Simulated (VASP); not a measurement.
OSZICAR of a VASP run on KTaO3 (cubic perovskite):

OSZICAR:
```
       N       E                     dE             d eps       ncg     rms          rms(c)
DAV:   1     0.386173115860E+03    0.38617E+03   -0.24026E+04   920   0.195E+03
DAV:   2    -0.288091192669E+02   -0.41498E+03   -0.40519E+03  1120   0.504E+02
DAV:   3    -0.526391591645E+02   -0.23830E+02   -0.23774E+02  1179   0.113E+02
DAV:   4    -0.532188908343E+02   -0.57973E+00   -0.57934E+00  1659   0.165E+01
DAV:   5    -0.532230545205E+02   -0.41637E-02   -0.41633E-02  1172   0.120E+00    0.390E+01
DAV:   6    -0.453485887453E+02    0.78745E+01   -0.41109E+01  1103   0.466E+01    0.159E+01
DAV:   7    -0.451352279951E+02    0.21336E+00   -0.22353E+00  1249   0.104E+01    0.994E+00
DAV:   8    -0.450513192298E+02    0.83909E-01   -0.29385E-01  1243   0.480E+00    0.112E+00
DAV:   9    -0.450463652707E+02    0.49540E-02   -0.23909E-02  1245   0.113E+00    0.228E-01
DAV:  10    -0.450456093807E+02    0.75589E-03   -0.48282E-03  1282   0.547E-01    0.689E-02
DAV:  11    -0.450455964763E+02    0.12904E-04   -0.34374E-04  1231   0.156E-01    0.272E-02
DAV:  12    -0.450455980363E+02   -0.15601E-05   -0.25411E-05  1410   0.370E-02    0.604E-03
DAV:  13    -0.450455978488E+02    0.18753E-06   -0.10655E-06   811   0.811E-03
   1 F= -.41256610E+02 E0= -.41256610E+02  d E =-.412566E+02
       N       E                     dE             d eps       ncg     rms          rms(c)
DAV:   1    -0.454433085713E+02   -0.39771E+00   -0.19247E+01  1032   0.441E+01    0.800E+00
DAV:   2    -0.449066893256E+02    0.53662E+00   -0.18585E+00  1081   0.105E+01    0.378E+00
DAV:   3    -0.448019382542E+02    0.10475E+00   -0.20671E-01  1269   0.461E+00    0.109E+00
DAV:   4    -0.447954353171E+02    0.65029E-02   -0.43390E-02  1342   0.149E+00    0.592E-01
DAV:   5    -0.447964952773E+02   -0.10600E-02   -0.61950E-03  1482   0.509E-01    0.104E-01
DAV:   6    -0.447964654325E+02    0.29845E-04   -0.87023E-04  1431   0.210E-01    0.634E-02
DAV:   7    -0.447965093581E+02   -0.43926E-04   -0.67923E-05  1446   0.602E-02    0.736E-03
DAV:   8    -0.447965094247E+02   -0.66556E-07   -0.27209E-06  1097   0.154E-02
   2 F= -.41212729E+02 E0= -.41212729E+02  d E =0.438814E-01
       N       E                     dE             d eps       ncg     rms          rms(c)
DAV:   1    -0.452532840135E+02   -0.45677E+00   -0.78941E+00  1053   0.286E+01    0.517E+00
DAV:   2    -0.450375334418E+02    0.21575E+00   -0.76554E-01  1061   0.663E+00    0.247E+00
DAV:   3    -0.449939937682E+02    0.43540E-01   -0.77560E-02  1168   0.287E+00    0.957E-01
DAV:   4    -0.449899843155E+02    0.40095E-02   -0.24954E-02  1334   0.107E+00    0.517E-01
DAV:   5    -0.449903384398E+02   -0.35412E-03   -0.20116E-03  1415   0.280E-01    0.130E-01
DAV:   6    -0.449903890584E+02   -0.50619E-04   -0.47533E-04  1342   0.145E-01    0.369E-02
DAV:   7    -0.449903895711E+02   -0.51270E-06   -0.31310E-05  1339   0.333E-02    0.122E-02
DAV:   8    -0.449903903724E+02   -0.80124E-06   -0.15336E-06   885   0.887E-03
   3 F= -.41275944E+02 E0= -.41275944E+02  d E =-.193341E-01
```

Problem. Which electronic solver shows in the log?

Solution. It is blocked Davidson (ALGO = Normal, or the opening steps of other solvers). The INCAR had ALGO = Normal.

Problem. Can the final energy be trusted as converged?

Solution. Self-consistency was reached. It stopped with EDIFF = 1E-6, NELM = 100, NSW = 40 and EDIFFG = -0.02 after 3 ionic steps (LDA (Ceperley-Alder, Perdew-Zunger), plane waves, VASP's LDA PAW potentials (set 64)).

The compound is KTaO3 in the cubic perovskite structure. This run relaxes it under an external pressure of 10 GPa. Symmetry was kept, so distortions that lower it aren't found.
